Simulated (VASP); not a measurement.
All values below come from PBE GGA, VASP's PBE PAW potentials (set 64) (plane waves; VASP).

Input for VASP

File POSCAR:
```
NbAs
1
    3.5410980000     0.0000000000     0.0000000000
   -1.7705490000     3.0666810000     0.0000000000
    0.0000000000     0.0000000000     3.4559360000
Nb As
1 1
Direct
  0.0000000000   0.0000000000   0.0000000000
  0.6666670000   0.3333330000   0.5000000000
```

File KPOINTS:
```
kpoints
0
gamma
 8 8 7
```

**INCAR**
```
LASPH=.True.   # aspherical one-centre terms
IMIX=1
GGA=PE
LREAL=.False.   # projection in real space or not
ALGO=Normal
NELM=100   # most electronic steps
LWAVE=.False.
ISIF=2   # forces and stress, cell fixed
AMIX=0.6
SIGMA=0.05   # width (eV)
PREC=Accurate
ENCUT=400   # plane-wave cut-off (eV)
BMIX=1.0
LMAXMIX=4
ISMEAR=0   # Gaussian
LCHARG=.False.
SYSTEM=NbAs
EDIFF=1E-6
```

POTCAR, in this order: Nb_sv As (PBE.64 set). Program: vasp_std.

Problem. What does the run give for the energy per atom (σ→0), pressure, band gap (on the k-mesh)?

Solution. 
```json
{
 "energy per atom (σ→0)": "-8.095 eV/atom",
 "band gap (on the k-mesh)": "none (metal, semimetal or under 0.01 eV)",
 "pressure": "-7.30 GPa"
}
```

**OSZICAR**
```
...
DAV:  20    -0.161912073335E+02    0.26355E-04   -0.46377E-04  1614   0.200E-01    0.278E-02
DAV:  21    -0.161911959597E+02    0.11374E-04   -0.23427E-04  1604   0.142E-01    0.198E-02
DAV:  22    -0.161911888856E+02    0.70741E-05   -0.11899E-04  1609   0.101E-01    0.141E-02
DAV:  23    -0.161911861912E+02    0.26944E-05   -0.60091E-05  1594   0.720E-02    0.100E-02
DAV:  24    -0.161911842031E+02    0.19881E-05   -0.30456E-05  1604   0.513E-02    0.714E-03
DAV:  25    -0.161911836307E+02    0.57240E-06   -0.15328E-05  1562   0.364E-02    0.503E-03
DAV:  26    -0.161911830245E+02    0.60614E-06   -0.75779E-06  1447   0.259E-02
   1 F= -.16191183E+02 E0= -.16190611E+02  d E =-.114494E-02
```

The structure was generated: NbAs was put into the WC type (P-6m2), which need not be its known phase. The cell was not relaxed at this level. The run is one of a series of settings (AMIX = 0.6, BMIX = 1.0, IMIX = 1 against the base run), some of them coarse on purpose.
